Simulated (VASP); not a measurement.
Here is the system:

```yaml
crystal:
  lattice:
    - [1.57470, -2.72745, 0.00000]
    - [1.57470, 2.72745, 0.00000]
    - [0.00000, 0.00000, 3.52181]
  atoms:
    - { symbol: Zr, position: [0.00000, 0.00000, 0.00000] }
    - { symbol: B, position: [0.33333, 0.66667, 0.50000] }
    - { symbol: B, position: [0.66667, 0.33333, 0.50000] }
```

All values below come from PBE GGA with D3 dispersion (zero damping), VASP's PBE PAW potentials (set 64) (plane waves; VASP). Settings: 520 eV cut-off, Gaussian smearing of 0.050 eV, potentials Zr_sv B.

Task: Give the energies of bands 6 to 12 at the high-symmetry points, in eV from the Fermi level.

Result: 
```csv
band,Γ,M,K,A,L,H
6,-2.81,-8.70,-7.97,-7.18,-7.20,-8.99
7,-2.81,-4.15,-7.16,-1.14,-4.83,-5.14
8,-2.80,-3.25,-2.68,-1.14,-4.35,-2.84
9,-2.54,-2.90,-2.68,0.19,-2.14,-2.84
10,3.31,2.08,1.41,0.19,3.61,3.98
11,3.31,2.18,1.41,0.63,4.00,5.99
12,4.06,4.89,3.06,0.63,5.26,5.99
```

It has no gap at this level: it comes out as a metal or semimetal.

The compound is ZrB2 in the AlB2 type structure. It was relaxed first.
